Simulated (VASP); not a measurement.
VASP runs on ZrO₂ (space group Pca2_1) share one base input (PBEsol GGA, plane waves, VASP's PBE PAW potentials (set 64)) and change the settings named in each case.

File POSCAR:
```
ZrO2
1.0
  5.3954080000   0.0000000000   0.0000000000
  0.0000000000   5.1822530000   0.0000000000
  0.0000000000   0.0000000000   5.2092540000
Zr O
4 8
Direct
  0.0302700000   0.7335400000   0.7490600000
  0.9697300000   0.2664600000   0.2490600000
  0.4697300000   0.7335400000   0.2490600000
  0.5302700000   0.2664600000   0.7490600000
  0.2298800000   0.4633000000   0.5008400000
  0.7701200000   0.5367000000   0.0008400000
  0.2701200000   0.4633000000   0.0008400000
  0.7298800000   0.5367000000   0.5008400000
  0.3650300000   0.9326400000   0.6061100000
  0.6349700000   0.0673600000   0.1061100000
  0.1349700000   0.9326400000   0.1061100000
  0.8650300000   0.0673600000   0.6061100000
```

KPOINTS:
```
Automatic mesh
0
Gamma
3 4 4
0.5 0.5 0.5
```

**INCAR**
```
# general
SYSTEM  = ZrO2
PREC    = Accurate
ENCUT   = 400
LREAL   = .FALSE.
LASPH   = .TRUE.

# electronic loop
EDIFF   = 1E-6
NELM    = 100
ALGO    = Normal
LMAXMIX = 4

# smearing
ISMEAR  = 0
SIGMA   = 0.01

# functional
GGA     = PS

# ions
ISIF    = 2

# output
LWAVE   = .FALSE.
LCHARG  = .FALSE.
```

POTCAR, in this order: Zr_sv O (PBE.64 set). Program: vasp_std.

```json
[
 {"change": "base run", "E(σ→0) (eV/atom)": "-9.9696", "pressure (GPa)": "-21.47", "largest force (eV/Å)": "0.233"},
 {"change": "IVDW = 10 (refused)", "E(σ→0) (eV/atom)": "-", "pressure (GPa)": "-", "largest force (eV/Å)": "-"},
 {"change": "EDIFF = 1E-01", "E(σ→0) (eV/atom)": "-9.9693", "pressure (GPa)": "-22.22", "largest force (eV/Å)": "0.245"},
 {"change": "NBANDS = 56", "E(σ→0) (eV/atom)": "-9.9696", "pressure (GPa)": "-21.47", "largest force (eV/Å)": "0.233"},
 {"change": "ISYM = 0", "E(σ→0) (eV/atom)": "-9.9696", "pressure (GPa)": "-21.47", "largest force (eV/Å)": "0.233"},
 {"change": "GGA = PE", "E(σ→0) (eV/atom)": "-9.5652", "pressure (GPa)": "-15.17", "largest force (eV/Å)": "0.199"}
]
```
 Energies of different potentials or functionals have different zeros.  At 400 eV the pressure can carry a Pulay error.

Left out are runs that ran out of time, are held back, or changed the cell or the kind of run, fixed moments of cells without a moment, rows past the twelfth, gaps on odd meshes, pressures of charged cells and columns that move by less than the noise.

The structure comes from a computed database's ZrO2 entry; how it stands against other phases isn't given here. The cell was not relaxed at this level, forces remain on its atoms, its lattice was scaled by up to 2.5 %.
